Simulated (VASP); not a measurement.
A convergence study with VASP on ZrSe2 (1T layered): one setting is varied, all else stays as given below, so the limit is that of these other settings.

```
ZrSe2
1.0
    1.88500    -3.26492     0.00000
    1.88500     3.26492     0.00000
    0.00000     0.00000     6.14000
Zr Se
1 2
Direct
  0.00000   0.00000   0.00000
  0.33333   0.66667   0.25500
  0.66667   0.33333   0.74500
```

All values below come from PBE GGA, VASP's PBE PAW potentials (set 64) (plane waves; VASP). The tightest run used: 550 eV cut-off, 16×16×8 Γ-centred mesh, Gaussian smearing of 0.050 eV, potentials Zr_sv Se.

```csv
setting,E (eV/atom),pressure (GPa),irreducible k-points
1×1×1 mesh,-3.2647,26.87,1
2×2×1 mesh,-6.1344,5.45,2
3×3×2 mesh,-6.4283,3.57,6
4×4×2 mesh,-6.4797,3.11,8
5×5×2 mesh,-6.5012,2.87,10
6×6×3 mesh,-6.5128,2.69,17
```

**Question.** These are the cheaper rows. Estimate the results at 16×16×8 mesh, and how far the last row shown lies from them.

**Answer.** 
```csv
quantity,tightest run,last row shown is off by
E (eV/atom),-6.5198,0.0071
pressure (GPa),2.55,0.13
```

Left out are rungs that failed or repeat a setting and relaxations that didn't move; long series are thinned to 24 rows.

The compound is ZrSe2 in the 1T layered structure. The cell was not relaxed at this level.
